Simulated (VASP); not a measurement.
Consider the following.

```
CELL_PARAMETERS angstrom
      0.00000     2.35703     2.35703
      2.35703     0.00000     2.35703
      2.35703     2.35703     0.00000
ATOMIC_POSITIONS crystal
  Zr 0.00000 0.00000 0.00000
  C  0.50000 0.50000 0.50000
```

Calculation: optB88-vdW, VASP's PBE PAW potentials (set 64) (plane waves; VASP). Settings: 520 eV cut-off, Gaussian smearing of 0.050 eV, potentials Zr_sv C.

### Question
Give the energies of bands 6 to 11 at the high-symmetry points, in eV from the Fermi level.

### Answer

| band | Γ | X | U | L | W |
|---|---|---|---|---|---|
| 6 | 0.88 | -2.05 | -3.01 | -5.22 | -2.64 |
| 7 | 0.88 | -1.71 | -2.27 | -2.93 | -2.32 |
| 8 | 0.88 | 0.02 | -1.59 | -2.93 | -2.32 |
| 9 | 1.05 | 0.02 | 1.47 | 4.35 | 3.20 |
| 10 | 1.05 | 4.33 | 4.72 | 4.35 | 3.20 |
| 11 | 1.05 | 5.47 | 5.23 | 5.18 | 5.48 |

It has no gap at this level: it comes out as a metal or semimetal.

The compound is ZrC in the rock salt structure. It was relaxed first.
